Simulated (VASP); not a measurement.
ZnS (wurtzite), at 1.04 of the tabulated volume:

```
ZnS
1.0
    1.93513    -3.35175     0.00000
    1.93513     3.35175     0.00000
    0.00000     0.00000     6.34238
Zn S
2 2
Direct
  0.66667   0.33333   0.50000
  0.33333   0.66667   0.00000
  0.66667   0.33333   0.87500
  0.33333   0.66667   0.37500
```

The lowest empty band near Γ, direction in plane, from mBJ (TB09) with spin-orbit coupling in VASP (PAW); its two spin partners are averaged. The gap over the points computed is 3.62 eV, and the next band on that side lies 0.84 eV away at the edge.

Numerical set-up: 400 eV cut-off, 7×7×4 Γ-centred mesh, Gaussian smearing of 0.050 eV, potentials Zn S.

```
distance from the edge in k (1/Å)  distance in energy (meV)
---------------------------------  ------------------------
0.018                                                   4.7
0.025                                                   8.8
0.035                                                  17.0
0.050                                                  34.0
0.070                                                  65.7
```

Problem. Fit E(1 + αE) = ħ²k²/2m* (ħ²/2m0 = 3.810 eV Å²) and predict the row at 0.095 1/Å.

Solution. Least squares on the energies gives the electron mass m* = 0.273 m0 and α = 0.64 per eV, and so 117.2 meV. The run gave 118.5 meV, +1.3 meV from the fit.

Left out are points under 3 meV from the edge, since the levels carry 0.1 meV, and points farther than half the way to the next band.

The compound is ZnS in the wurtzite structure, the high-temperature form. The cell was not relaxed at this level.
